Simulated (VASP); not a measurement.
# CaI: equation of state with PBE

The system is CaI.

```
Ca I
1.0
     4.42773    0.00000    0.00000
    -2.21387    3.83453    0.00000
     0.00000    0.00000    5.95966
Ca I
1 1
Direct
  0.00000 0.00000 0.00000
  0.00000 0.00000 0.50000
```

The cell was built by a generator and needn't be a form met in nature.

| Quantity | Value |
| --- | --- |
| Program | VASP 6.6.1 |
| Task | equation of state |
| Functional | PBE |
| Potentials or basis | VASP PAW PBE potentials, release 64 (Ca_sv, I) |
| Cutoff | 520 eV |
| k mesh | 7 × 7 × 5 |
| Occupations | fermi-dirac, width 0.05 eV |
| Spin | no spin polarisation |

| Item | Value |
| --- | --- |
| Equilibrium volume | 50.63 Å³/atom |
| Bulk modulus at fixed shape and positions | 15.3 GPa |
| Pressure derivative of the bulk modulus | 4.5 |

Energy against volume, from the lowest point:
| volume (Å³/atom) | energy (meV/atom) |
| --- | --- |
| 47.557 | 10.01 |
| 48.569 | 4.34 |
| 49.580 | 1.08 |
| 50.592 | 0.00 |
| 51.604 | 0.86 |
| 52.616 | 3.46 |
| 53.628 | 7.61 |

All runs of the series together: 4.5 min on 1 thread of Intel(R) Xeon(R) Platinum 8488C (Sapphire Rapids), with other jobs on the host.

Caveat: the cell was scaled at fixed shape and fractional positions, which overstates the stiffness of a crystal with free parameters, most of all of layers and chains. The run has no spin-orbit coupling, so splittings on I are missing.
